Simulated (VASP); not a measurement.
All values below come from PBE GGA + U (Dudarev), VASP's PBE PAW potentials (set 64) (plane waves; VASP).

VASP ran on this input.

INCAR:
```
# general
SYSTEM     =  FePt
PREC       =  Accurate
ENCUT      =  400
LREAL      =  .FALSE.
LASPH      =  .TRUE.

# electronic loop
EDIFF      =  1E-6
NELM       =  100
ALGO       =  Normal
LMAXMIX    =  6

# smearing
ISMEAR     =  1
SIGMA      =  0.1

# functional
GGA        =  PE

# spin
ISPIN      =  2
MAGMOM     =  3.0 0.0

# DFT+U
LDAU       =  .TRUE.
LDAUTYPE   =  2
LDAUL      =  2 -1
LDAUU      =  3.0 0
LDAUJ      =  0 0
LDAUPRINT  =  1

# ions
ISIF       =  2

# output
LWAVE      =  .FALSE.
LCHARG     =  .FALSE.
LORBIT     =  10
```

**POSCAR**
```
FePt
1
    2.6556720000     0.0000000000     0.0000000000
    0.0000000000     2.7381800000     0.0000000000
    0.0000000000     0.0000000000     3.6336920000
Fe Pt
1 1
Direct
  0.0000000000   0.0000000000   0.0000000000
  0.5148810000   0.5000000000   0.5000000000
```

**KPOINTS**
```
Automatic mesh
0
Gamma
12 12 9
0 0 0
```

POTCAR, in this order: Fe Pt (PBE.64 set). Program: vasp_std.

Output of the run:

### OSZICAR
```
       N       E                     dE             d eps       ncg     rms          rms(c)
DAV:   1     0.808432875328E+02    0.80843E+02   -0.74678E+03 15371   0.110E+03
DAV:   2    -0.109244340333E+02   -0.91768E+02   -0.81968E+02 15064   0.231E+02
DAV:   3    -0.136084498147E+02   -0.26840E+01   -0.26407E+01 18341   0.494E+01
DAV:   4    -0.136342203935E+02   -0.25771E-01   -0.25763E-01 17015   0.411E+00
DAV:   5    -0.136349006373E+02   -0.68024E-03   -0.68023E-03 19584   0.750E-01    0.189E+01
DAV:   6    -0.134318834259E+02    0.20302E+00   -0.10364E+01 16098   0.808E+01    0.161E+01
DAV:   7    -0.128563842474E+02    0.57550E+00   -0.39390E+00 18524   0.574E+01    0.901E+00
DAV:   8    -0.127494438033E+02    0.10694E+00   -0.33654E-01 19914   0.150E+01    0.372E+00
DAV:   9    -0.127130797591E+02    0.36364E-01   -0.13123E-01 21168   0.872E+00    0.179E+00
DAV:  10    -0.127190647311E+02   -0.59850E-02   -0.18946E-02 19397   0.159E+00    0.618E-01
DAV:  11    -0.127171731694E+02    0.18916E-02   -0.83423E-03 18802   0.251E+00    0.210E-01
DAV:  12    -0.127180534002E+02   -0.88023E-03   -0.11943E-03 21335   0.458E-01    0.135E-01
DAV:  13    -0.127189308197E+02   -0.87742E-03   -0.20356E-03 18722   0.569E-01    0.638E-02
DAV:  14    -0.127189967281E+02   -0.65908E-04   -0.13987E-04 20266   0.180E-01    0.334E-02
DAV:  15    -0.127190384681E+02   -0.41740E-04   -0.93341E-05 21147   0.915E-02    0.207E-02
DAV:  16    -0.127190455447E+02   -0.70765E-05   -0.28772E-05 19344   0.800E-02    0.746E-03
DAV:  17    -0.127190470010E+02   -0.14563E-05   -0.21559E-06 11923   0.176E-02    0.373E-03
DAV:  18    -0.127190472935E+02   -0.29255E-06   -0.79979E-07  9357   0.106E-02
   1 F= -.12719047E+02 E0= -.12719045E+02  d E =-.815682E-05  mag=     3.5493
```

**OUTCAR**
```
------------------------ aborting loop because EDIFF is reached ----------------------------------------
  FORCE on cell =-STRESS in cart. coord.  units (eV):
  Direction    XX          YY          ZZ          XY          YZ          ZX
  --------------------------------------------------------------------------------------
  Total        4.0803472      2.4194466      3.6377336      0.0000000      0.0000000      0.0000000
  in kB      247.4133677    146.7040399    220.5753255      0.0000000      0.0000000      0.0000000
  external PRESSURE =     204.8975777 kB  Pullay stress =       0.0000000 kB
  volume of cell :       26.42
      direct lattice vectors                 reciprocal lattice vectors
     2.655672000  0.000000000  0.000000000     0.376552526  0.000000000  0.000000000
     0.000000000  2.738180000  0.000000000     0.000000000  0.365206086  0.000000000
     0.000000000  0.000000000  3.633692000     0.000000000  0.000000000  0.275202191
 POSITION                                       TOTAL-FORCE (eV/Angst)
 -----------------------------------------------------------------------------------
      0.00000      0.00000      0.00000         0.228053      0.000000      0.000000
      1.36736      1.36909      1.81685        -0.228053      0.000000      0.000000
 -----------------------------------------------------------------------------------
    total drift:                                0.000001      0.000000      0.000000
  FREE ENERGIE OF THE ION-ELECTRON SYSTEM (eV)
  ---------------------------------------------------
  free  energy   TOTEN  =       -12.7190472935 eV

  energy  without entropy=      -12.7190391367  energy(sigma->0) =      -12.71904457

 total charge

# of ion       s       p       d       tot
------------------------------------------
    1        0.439   0.507   6.125   7.070
    2        0.746   0.716   8.127   9.589
--------------------------------------------------
tot          1.184   1.223  14.251  16.659

 magnetization (x)

# of ion       s       p       d       tot
------------------------------------------
    1        0.010  -0.011   3.309   3.307
    2       -0.030  -0.079   0.369   0.260
--------------------------------------------------
tot         -0.020  -0.090   3.678   3.568
```
(Selected blocks of OUTCAR.)

The compound is FePt in the L1_0 structure. The cell was not relaxed at this level, atoms are displaced from their ideal sites. The run is one of a series of settings (LDAU = .TRUE., LDAUJ = 0 0, LDAUL = 2 -1, LDAUTYPE = 2, LDAUU = 3.0 0 against the base run), some of them coarse on purpose.
